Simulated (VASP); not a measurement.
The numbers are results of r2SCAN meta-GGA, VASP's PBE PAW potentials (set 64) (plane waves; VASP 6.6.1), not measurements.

Input for VASP

KPOINTS:
```
Automatic mesh
0
Gamma
6 6 6
0 0 0
```

File POSCAR:
```
CsCl
1.0
  4.1428824753   0.0000000000   0.0000000000
  0.0000000000   4.1428824753   0.0000000000
  0.0000000000   0.0000000000   4.1428824753
Cs Cl
1 1
direct
  0.0000000000   0.0000000000   0.0000000000
  0.5000000000   0.5000000000   0.5000000000
```

### INCAR
```
! general
SYSTEM =CsCl
PREC   =Accurate
ENCUT  =480   ! plane-wave cut-off (eV)
LREAL  =.FALSE.   ! projection in real space or not
LASPH  =.TRUE.

! electronic loop
EDIFF  =1E-7   ! SCF stop (eV)
NELM   =100
ALGO   =Normal   ! blocked Davidson
LMAXMIX=4
LMIXTAU=.TRUE.

! smearing
ISMEAR =0   ! Gaussian
SIGMA  =0.05

! functional
METAGGA=R2SCAN

! ions
IBRION =2
NSW    =40   ! most ionic steps
ISIF   =3
EDIFFG =-0.01   ! ionic stop
PSTRESS=20

! output
LWAVE  =.FALSE.
LCHARG =.FALSE.
```

POTCAR, in this order: Cs_sv Cl (PBE.64 set). Program: vasp_std.

Problem. What will the output report for the number of irreducible k-points (NKPTS), number of bands (NBANDS), largest plane-wave count, number of space-group operations, FFT grid (NGX, NGY, NGZ)?

Solution. 
The number of irreducible k-points (NKPTS) is 20. The number of bands (NBANDS) comes out as 12. The largest plane-wave count is 1743 and the number of space-group operations is 48. The FFT grid (NGX, NGY, NGZ) comes out as 30 × 30 × 30.

The compound is CsCl in the CsCl type structure. This run relaxes it under an external pressure of 2 GPa. Symmetry was kept, so distortions that lower it aren't found.
